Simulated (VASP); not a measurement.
These are LDA (Ceperley-Alder, Perdew-Zunger), VASP's LDA PAW potentials (set 64) (plane waves; VASP) values and carry that method's errors.

VASP ran on this input.

POSCAR:
```
TaOs3
1.0
  3.9149700000   0.0000000000   0.0000000000
  0.0000000000   3.9149700000   0.0000000000
  0.0000000000   0.0000000000   3.9149700000
Ta Os
1 3
Cart
  0.0000000000   0.0000000000   0.0000000000
  0.0000000000   1.9574850000   1.9574850000
  1.9574850000   0.0000000000   1.9574850000
  1.9574850000   1.9574850000   0.0000000000
```

File KPOINTS:
```
Automatic
0
G
  7 7 7
0 0 0
```

**INCAR**
```
LMAXMIX=6
EDIFF=1E-6   # SCF stop (eV)
ENCUT=300   # plane-wave cut-off (eV)
SYSTEM=TaOs3
ISIF=2   # forces and stress, cell fixed
SIGMA=0.1   # width (eV)
ALGO=Normal   # blocked Davidson
LCHARG=.FALSE.
ISMEAR=-1
LREAL=.FALSE.   # projection in real space or not
LWAVE=.FALSE.
LASPH=.TRUE.   # aspherical one-centre terms
PREC=Accurate
NELM=100   # most electronic steps
```

POTCAR, in this order: Ta_pv Os (LDA.64 set). Program: vasp_std.

**Question.** What will the output report for the number of irreducible k-points (NKPTS), largest plane-wave count, number of space-group operations, FFT grid (NGX, NGY, NGZ)?

**Answer.** 
```json
{
  "number of irreducible k-points (NKPTS)": "20",
  "largest_plane_wave_count": "739",
  "number_of_space_group_operations": "48",
  "FFT grid (NGX, NGY, NGZ)": "24 × 24 × 24"
}
```

The structure comes from a computed database's TaOs3 entry (Pm-3m); how it stands against other phases isn't given here. The cell was not relaxed at this level. The run is one of a series of settings (GGA removed, POTCAR Ta_pv Os (LDA.64 set) against the base run), some of them coarse on purpose. The electron count is odd and the run is not spin-polarised, which forces a metal.
